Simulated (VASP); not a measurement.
Input:

```
InPd
1.0
    3.27014     0.00000     0.00000
    0.00000     3.27014     0.00000
    0.00000     0.00000     3.27014
In Pd
1 1
Direct
  0.50000   0.50000   0.50000
  0.00000   0.00000   0.00000
```

Level of theory: PBE GGA with D3 dispersion (zero damping), VASP's PBE PAW potentials (set 64) (plane waves; VASP). Settings: 520 eV cut-off, 13×13×13 Γ-centred mesh, tetrahedra with Blöchl corrections, potentials In_d Pd.

Unless said otherwise, spin-orbit coupling is left out, though it shifts the bands of the heavy elements here.

Task: What does the run give for the energy per atom (σ→0), band gap (on the k-mesh) with the smallest direct gap where there is one?

Result: 
| Quantity | Value |
|---|---|
| band gap (on the k-mesh) | none (metal, semimetal or under 0.01 eV) |
| energy per atom (σ→0) | -4.792 eV/atom |

Total energies compare only between runs with the same potentials, cut-off and functional.

The compound is PdIn in the CsCl type structure. It was relaxed first. The electron count is odd and the run is not spin-polarised, which forces a metal.
